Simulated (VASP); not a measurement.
Here is the system:

```
CELL_PARAMETERS angstrom
      2.48990     0.00000     0.00000
     -1.24495     2.15632     0.00000
      0.00000     0.00000     7.02927
ATOMIC_POSITIONS crystal
  B  0.66667 0.33333 0.75000
  B  0.33333 0.66667 0.25000
  N  0.00000 0.00000 0.75000
  N  0.00000 0.00000 0.25000
```

Level of theory: LDA (Ceperley-Alder, Perdew-Zunger), VASP's LDA PAW potentials (set 64) (plane waves; VASP). Run with 520 eV cut-off, Gaussian smearing of 0.050 eV, potentials B N.

Q: Give the energies of bands 3 to 11 at the high-symmetry points, in eV from the valence-band maximum.

A: 
```csv
band,Γ,M,K,A,L,H
3,-6.58,-9.40,-8.46,-5.83,-9.31,-8.46
4,-4.92,-9.22,-8.46,-5.83,-9.31,-8.46
5,-1.72,-4.58,-7.47,-1.71,-4.56,-7.48
6,-1.72,-4.54,-7.47,-1.71,-4.56,-7.48
7,-1.70,-1.75,-0.75,-1.71,-1.34,-0.39
8,-1.70,-0.89,0.00,-1.71,-1.34,-0.39
9,4.17,3.39,4.10,6.27,4.21,4.16
10,8.88,5.35,4.10,6.27,4.21,4.16
11,11.18,9.09,12.41,11.23,9.52,10.90
```

The gap is indirect, 3.39 eV, from the valence maximum at K to the conduction minimum at M.

The structure comes from a computed database's BN entry (P6_3/mmc); how it stands against other phases isn't given here. It was relaxed first, which changed the volume by -6 %.
